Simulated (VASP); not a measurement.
```
InP
1.0
    0.00000     2.99370     2.99370
    2.99370     0.00000     2.99370
    2.99370     2.99370     0.00000
In P
1 1
Direct
  0.00000   0.00000   0.00000
  0.25000   0.25000   0.25000
```

Calculation: PBE GGA with D4 dispersion, VASP's PBE PAW potentials (set 64) (plane waves; VASP). Run with 400 eV cut-off, 7×7×7 Γ-centred mesh, Gaussian smearing of 0.050 eV, potentials In_d P.

Task: Give the stress tensor in GPa (positive for a compressed cell).

Result: 
```
-2.91   0.00   0.00
 0.00  -2.91   0.00
 0.00   0.00  -2.91
```
The pressure is its mean diagonal, -2.91 GPa.

The compound is InP in the zinc blende structure. The cell was not relaxed at this level. The run is one of a series of settings (IVDW = 13 against the base run), some of them coarse on purpose.
